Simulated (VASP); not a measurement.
Consider the following.

```xyz
3
Lattice="1.7036 -2.9507 0.0000 1.7036 2.9507 0.0000 0.0000 0.0000 6.1456" Properties=species:S:1:pos:R:3 pbc="T T T"
Ti     0.0000     0.0000     0.0000
S      1.7036     0.9836     1.4244
S      1.7036    -0.9836     4.7212
```

Calculation: PBE GGA, VASP's PBE PAW potentials (set 64) (plane waves; VASP 6.6.1). Settings: 400 eV cut-off, Gaussian smearing of 0.050 eV, potentials Ti_sv S.

Without a dispersion term in the relaxation, distances and binding between the weakly bound layers, chains or molecules are unreliable, and so is what depends on them.

Problem. Give the energies of bands 7 to 15 at the high-symmetry points, in eV from the Fermi level.

Solution. 
```csv
band,Γ,M,K,A,L,H
7,-5.03,-5.18,-4.11,-4.15,-5.23,-4.24
8,-2.74,-3.87,-4.09,-2.73,-4.24,-4.24
9,-2.74,-2.87,-4.09,-2.73,-2.84,-3.91
10,-0.54,-2.67,-2.53,-2.13,-2.74,-2.81
11,0.06,-2.33,-2.53,0.00,-1.55,-2.31
12,0.06,-1.44,-2.49,0.00,-1.31,-2.31
13,0.46,0.16,1.14,0.46,-0.04,1.15
14,0.46,1.49,1.70,0.46,1.49,1.51
15,0.89,1.89,1.70,1.36,1.87,1.51
```

It has no gap at this level: it comes out as a metal or semimetal.

The compound is TiS2 in the 1T layered structure. It was relaxed first, which changed the volume by +8 %.
